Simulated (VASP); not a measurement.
A run of VASP 6.6.1 is set up as follows.

File INCAR:

```
SYSTEM = SrZr2O3
PREC = Accurate
ENCUT = 520
EDIFF = 1E-6
ISMEAR = 0
SIGMA = 0.1
LREAL = .False.
LASPH = .True.
NELM = 120
ALGO = Normal
ISIF = 3
LWAVE = .False.
LCHARG = .False.
GGA = PE
IBRION = 2
NSW = 90
EDIFFG = -0.01
KPAR = 4
```

File KPOINTS:

```
regular mesh
0
Gamma
  10 10 4
  0 0 0
```

Contents of POSCAR:

```
SrZr2O3
1.0
    3.2062262800      0.0000000000      0.0000000000
   -1.6031131400      2.7766734100      0.0000000000
    0.0000000000      0.0000000000      9.0790000000
Sr Zr O
1 2 3
Direct
    0.0000000000      0.0000000000      0.0000000000
    0.6666666700      0.3333333300      0.6667033800
    0.6666666700      0.3333333300      0.3332966200
    0.0000000000      0.0000000000      0.5000000000
    0.3333333300      0.6666666700      0.1840511100
    0.3333333300      0.6666666700      0.8159488900
```

Potentials or basis: VASP PAW PBE potentials, release 64 (Sr_sv, Zr_sv, O).

Command:

```bash
$ cat potpaw_PBE.64/Sr_sv/POTCAR potpaw_PBE.64/Zr_sv/POTCAR potpaw_PBE.64/O/POTCAR > POTCAR
$ mpirun -np 4 vasp_std > vasp.out
```

Question: What does it give for the band gap on the k mesh?

Answer: None (metal or under the smearing width).

Question: Predict the space group after relaxing (to 0.05 Å).

Answer: P-6m2 (No. 187).

Question: What does it give for the relaxed volume?

Answer: 13.42 Å³/atom.

Forces on the atoms (eV/Å):
```
Sr   0.000  0.000  0.000
Zr   0.000  0.000  0.010
Zr   0.000  0.000 -0.010
O    0.000  0.000  0.000
O    0.000  0.000 -0.008
O    0.000  0.000  0.008
```
